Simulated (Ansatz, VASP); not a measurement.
# SrBr3 in VASP and in Ansatz

INCAR

```
PREC     = Accurate       # precision mode
ENCUT    = 520            # plane-wave cutoff, eV
EDIFF    = 1E-6           # SCF threshold, eV
ISMEAR   = 0              # smearing method
SIGMA    = 0.1            # smearing width, eV
LREAL    = False          # projectors in reciprocal space
LASPH    = True           # aspherical terms in the spheres
NELM     = 80             # most SCF steps
ALGO     = Normal         # electronic algorithm
ISIF     = 2              # what is computed and relaxed
LWAVE    = False          # write WAVECAR
LCHARG   = True           # write CHGCAR
GGA      = PE             # functional
LELF     = True           # ELF
LVHAR    = True         
NBANDS   = 24             # bands
```

Contents of KPOINTS:

```
regular mesh
0
Gamma
  4 4 4
```

Contents of POSCAR:

```
SrBr3
1.0
    0.0000000000      3.7786175500      3.7786175500
    3.7786175500      0.0000000000      3.7786175500
    3.7786175500      3.7786175500      0.0000000000
Sr Br
1 3
Direct
    0.0000000000      0.0000000000      0.0000000000
    0.7500000000      0.7500000000      0.7500000000
    0.2500000000      0.2500000000      0.2500000000
    0.5000000000      0.5000000000      0.5000000000
```

Input for Ansatz:

```yaml
crystal:
  lattice:
    - [0.0, 3.77861755, 3.77861755]
    - [3.77861755, 0.0, 3.77861755]
    - [3.77861755, 3.77861755, 0.0]
  atoms:
    - { symbol: Sr, position: [0.0, 0.0, 0.0] }
    - { symbol: Br, position: [0.75, 0.75, 0.75] }
    - { symbol: Br, position: [0.25, 0.25, 0.25] }
    - { symbol: Br, position: [0.5, 0.5, 0.5] }
basis:
  ecutwfc: 420
kpoints:
  mp_grid: { grid: [4, 4, 4] }
hamiltonian:
  xc: pbe
scf:
  occupations: { method: gaussian, width: 0.1 }
  lower_state_search: "off"
output:
  forces: true
  stress: true
  eigenvalues: true
```

Change from the starting cell: species swapped into the ErH3 type (Fm-3m, No. 225).

Alike in both runs: task single point; functional PBE; k mesh 4 × 4 × 4; occupations gaussian, width 0.1 eV; no spin polarisation.

|  | VASP | Ansatz |
| --- | --- | --- |
| version | VASP 6.6.1 | Ansatz 0.2.0 |
| potentials or method | VASP PAW PBE potentials, release 64 (Sr_sv, Br) | scalar-relativistic, plane waves, PAW |
| plane-wave cutoff (eV) | 520 | 420 |
| valence electrons in the cell | 31 | 31 |

|  | VASP | Ansatz | Ansatz less VASP |
| --- | --- | --- | --- |
| gap on the k mesh at the Fermi level (eV) | none | none | - |
| pressure (GPa) | 3.8 | 3.7 | -0.07 |

A gap of «none» marks a metal or a gap that the smearing closes. The functional is the same, so the differences come from potentials, cutoffs and numerics.

Caveats: the k mesh is coarse (spacing up to 0.36 Å⁻¹), so the values aren't converged; an odd number of electrons without spin polarisation forces a metal; a magnetic or distorted state may lie lower.
